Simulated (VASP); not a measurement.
A convergence study with VASP on CeO$_{2}$ (space group no. 225 when undisturbed): one setting is varied, all else stays as given below, so the limit is that of these other settings. One atom is moved off its site, so that forces are finite.

```xyz
3
Lattice="0.0000 2.6915 2.6915 2.6915 0.0000 2.6915 2.6915 2.6915 0.0000" Properties=species:S:1:pos:R:3 pbc="T T T"
Ce     0.0000     0.0000     0.0500
O      1.3457     1.3457     1.3457
O      4.0372     4.0372     4.0372
```

All values below come from PBE GGA, VASP's PBE PAW potentials (set 64) (plane waves; VASP 6.6.1). The tightest run used: 960 eV cut-off, 8×8×8 Γ-centred mesh, Fermi-Dirac smearing of 0.010 eV, potentials Ce O.

Gaps are read on the run's mesh, which can miss a band edge.

Question: The settings run are ENCUT = 140; ENCUT = 160; ENCUT = 180; ENCUT = 200; ENCUT = 220; ENCUT = 240; ENCUT = 280; ENCUT = 320; ENCUT = 360; ENCUT = 440; ENCUT = 480; ENCUT = 540; ENCUT = 600; ENCUT = 700; ENCUT = 800; ENCUT = 960. From which on does the energy per atom stay within 0.01 eV/atom of the tightest run?

Answer: From ENCUT = 440 on: it is off by 0.0015 there and by no more than 0.01 in any finer run, while ENCUT = 360 is off by 0.0236.
| setting | E (eV/atom) | pressure (GPa) | largest force (eV/Å) | gap on the mesh (eV) | plane waves | difference judged (eV/atom) |
|---|---|---|---|---|---|---|
| ENCUT = 140 | -9.6635 | -353.98 | 1.820 | 1.986 | 156 | 0.9375 |
| ENCUT = 160 | -9.4418 | -264.27 | 1.030 | 2.736 | 190 | 0.7159 |
| ENCUT = 180 | -9.2728 | -206.66 | 0.615 | 2.447 | 222 | 0.5469 |
| ENCUT = 200 | -8.9812 | -163.06 | 0.631 | 2.178 | 262 | 0.2553 |
| ENCUT = 220 | -8.9432 | -125.08 | 0.386 | 1.949 | 303 | 0.2173 |
| ENCUT = 240 | -8.9786 | -92.51 | 0.317 | 2.001 | 342 | 0.2527 |
| ENCUT = 280 | -8.8242 | -44.88 | 0.377 | 2.034 | 428 | 0.0983 |
| ENCUT = 320 | -8.7845 | -18.49 | 0.381 | 2.017 | 531 | 0.0585 |
| ENCUT = 360 | -8.7495 | -3.88 | 0.402 | 2.010 | 620 | 0.0236 |
| ENCUT = 440 | -8.7275 | 7.02 | 0.411 | 2.007 | 869 | 0.0015 |
| ENCUT = 480 | -8.7243 | 8.36 | 0.410 | 2.005 | 950 | 0.0017 |
| ENCUT = 540 | -8.7237 | 8.82 | 0.410 | 2.005 | 1139 | 0.0023 |
| ENCUT = 600 | -8.7253 | 8.71 | 0.410 | 2.005 | 1316 | 0.0007 |
| ENCUT = 700 | -8.7272 | 8.63 | 0.409 | 2.005 | 1676 | 0.0012 |
| ENCUT = 800 | -8.7267 | 10.51 | 0.409 | 2.006 | 2044 | 0.0007 |
| ENCUT = 960 | -8.7259 | 10.68 | 0.409 | 2.005 | 2685 | 0.0000 |

Left out are rungs that failed or repeat a setting and relaxations that didn't move; long series are thinned to 24 rows.

The structure is a typed CeO2 crystal (space group no. 225). The cell was not relaxed at this level, it is distorted from the ideal structure. The run is not spin-polarised, so no magnetic state was tried.
